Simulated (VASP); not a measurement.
Here is a VASP 6.6.1 calculation.

INCAR

```
SYSTEM = B18SeN17
PREC = Accurate
ENCUT = 520
EDIFF = 1E-6
ISMEAR = -1
SIGMA = 0.01
LREAL = Auto
LASPH = .True.
NELM = 100
ALGO = Fast
ISIF = 2
LWAVE = .False.
LCHARG = .True.
GGA = PE
LELF = .True.
LVHAR = .True.
NBANDS = 96
NELECT = 144.0
```

KPOINTS

```
Automatic mesh
0
Gamma
  3 3 3
  0 0 0
```

Contents of POSCAR:

```
B18SeN17
1.0
    7.4947200000      0.0000000000      0.0000000000
   -3.7473600000      6.4906179144      0.0000000000
    0.0000000000      0.0000000000      6.6357000000
B Se N
18 1 17
Direct
    0.1111111111      0.2222222222      0.2500000000
    0.1111111111      0.5555555556      0.2500000000
    0.1111111111      0.8888888889      0.2500000000
    0.4444444444      0.2222222222      0.2500000000
    0.4444444444      0.5555555556      0.2500000000
    0.4444444444      0.8888888889      0.2500000000
    0.7777777778      0.2222222222      0.2500000000
    0.7777777778      0.5555555556      0.2500000000
    0.7777777778      0.8888888889      0.2500000000
    0.2222222222      0.1111111111      0.7500000000
    0.2222222222      0.4444444444      0.7500000000
    0.2222222222      0.7777777778      0.7500000000
    0.5555555556      0.1111111111      0.7500000000
    0.5555555556      0.4444444444      0.7500000000
    0.5555555556      0.7777777778      0.7500000000
    0.8888888889      0.1111111111      0.7500000000
    0.8888888889      0.4444444444      0.7500000000
    0.8888888889      0.7777777778      0.7500000000
    0.1111111111      0.2222222222      0.7500000000
    0.1111111111      0.5555555556      0.7500000000
    0.1111111111      0.8888888889      0.7500000000
    0.4444444444      0.2222222222      0.7500000000
    0.4444444444      0.5555555556      0.7500000000
    0.4444444444      0.8888888889      0.7500000000
    0.7777777778      0.2222222222      0.7500000000
    0.7777777778      0.5555555556      0.7500000000
    0.7777777778      0.8888888889      0.7500000000
    0.2222222222      0.1111111111      0.2500000000
    0.2222222222      0.4444444444      0.2500000000
    0.2222222222      0.7777777778      0.2500000000
    0.5555555556      0.1111111111      0.2500000000
    0.5555555556      0.4444444444      0.2500000000
    0.5555555556      0.7777777778      0.2500000000
    0.8888888889      0.1111111111      0.2500000000
    0.8888888889      0.4444444444      0.2500000000
    0.8888888889      0.7777777778      0.2500000000
```

Potentials or basis: VASP PAW PBE potentials, release 64 (B, Se, N).

Launch:

```console
$ cat potpaw_PBE.64/B/POTCAR potpaw_PBE.64/Se/POTCAR potpaw_PBE.64/N/POTCAR > POTCAR
$ mpirun -np 1 vasp_std > vasp.out
```

(1) Predict the largest force.

(2) Predict the band gap on the k mesh.

## Answers

(1) 29.868 eV/Å.

(2) 2.64 eV, indirect (least direct gap 3.01 eV).

Caveat: the cell carries a net charge on a neutralising background, which shifts energy and pressure; the cell is charged against a uniform background, so pressure and absolute levels hang on convention.
